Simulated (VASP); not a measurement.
Energy against volume of LiH (rock salt). These are optB86b-vdW, VASP's PBE PAW potentials (set 64) (plane waves; VASP) values and carry that method's errors. Numerical set-up: 520 eV cut-off, 11×11×11 Γ-centred mesh, Gaussian smearing of 0.050 eV, potentials Li_sv H.

```csv
V (Å³/atom),E (eV/atom)
7.603,-2.63732
7.845,-2.64018
8.088,-2.64119
8.330,-2.64058
```

Problem. Fit these four points and predict the energy of the run at 8.573 Å³/atom.

Solution. A cubic in V^(−2/3), the third-order Birch-Murnaghan form, passes through the four points with V0 = 8.11 Å³/atom and B0 = 35 GPa, and gives -2.6386 eV/atom there. The run gave -2.6385 eV/atom, +0.0 meV/atom from the fit; all five points give B0 = 35 GPa.

The compound is LiH in the rock salt structure. It was relaxed first.
